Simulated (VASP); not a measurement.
```xyz
2
Lattice="4.1292 0.0000 0.0000 -2.0646 3.5760 0.0000 0.0000 0.0000 3.9236" Properties=species:S:1:pos:R:3 pbc="T T T"
Hg     0.0000     0.0000     0.0000
Te     2.0646     1.1920     1.9618
```

Calculation: r2SCAN meta-GGA, VASP's PBE PAW potentials (set 64) (plane waves; VASP). Numerical set-up: 400 eV cut-off, 11×11×11 Γ-centred mesh, tetrahedra with Blöchl corrections, potentials Hg Te.

Unless said otherwise, spin-orbit coupling is left out, though it shifts the bands of the heavy elements here.

Q: Tabulate the total density of states (states/eV per cell) against energy (eV; zero at the valence-band maximum or, without a gap, the Fermi level).

A: 
(E (eV), DOS (states/eV)): (-9.98, 0.00); (-9.74, 0.00); (-9.50, 0.00); (-9.26, 0.00); (-9.02, 0.00); (-8.90, 0.00); (-8.66, 0.00); (-8.42, 0.00); (-8.18, 0.00); (-7.94, 0.00); (-7.70, 0.00); (-7.46, 0.00); (-7.22, 2.50); (-6.98, 12.7); (-6.74, 18.8); (-6.62, 13.1); (-6.38, 3.38); (-6.14, 0.62); (-5.90, 0.04); (-5.66, 0.19); (-5.42, 0.41); (-5.18, 1.04); (-4.94, 1.04); (-4.70, 1.13); (-4.46, 1.53); (-4.34, 1.64); (-4.10, 0.81); (-3.86, 0.51); (-3.62, 0.28); (-3.38, 0.27); (-3.14, 0.89); (-2.90, 0.98); (-2.66, 1.01); (-2.42, 1.19); (-2.18, 0.86); (-2.06, 0.89); (-1.82, 1.22); (-1.58, 1.18); (-1.34, 1.18); (-1.10, 1.74); (-0.86, 1.68); (-0.62, 1.56); (-0.38, 1.41); (-0.14, 1.49); (0.10, 1.31); (0.22, 1.14); (0.46, 0.51); (0.70, 0.35); (0.94, 0.38); (1.18, 0.45); (1.42, 0.61); (1.66, 0.89); (1.90, 0.99); (2.14, 0.99); (2.38, 0.80); (2.50, 0.59); (2.74, 0.38); (2.98, 0.29); (3.22, 0.24); (3.46, 0.22)
Within 2 eV below the Fermi level the largest weight inside VASP's projection spheres is Te p.

The structure was generated: HgTe was put into the WC type (P-6m2), which need not be its known phase. It was relaxed first.
